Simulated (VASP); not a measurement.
VASP, PAW. Lattice constant c of Be (hcp) (static lattice).  The measured value holds thermal and zero-point effects that the static calculation lacks.

```
level         lattice constant c (Å)
------------  ----------------------
r2SCAN+rVV10                   3.578
```

Question: Estimate the lattice constant c from PBEsol, PBE, LDA and from experiment.

Answer: 
The PBEsol is 3.567 Å. The PBE comes out as 3.573 Å, the LDA is 3.518 Å and the measured comes out as 3.584 Å at 293 K (as given by Wikipedia, Beryllium (infobox)).

Only levels that ran to the end are used. Left out are those held back, those with too coarse a band path, GW runs whose mesh misses a band edge, hybrids' fits of cells that aren't cubic and levels without matching references; a question may draw on a part of the rest.

The compound is Be in the hcp structure.
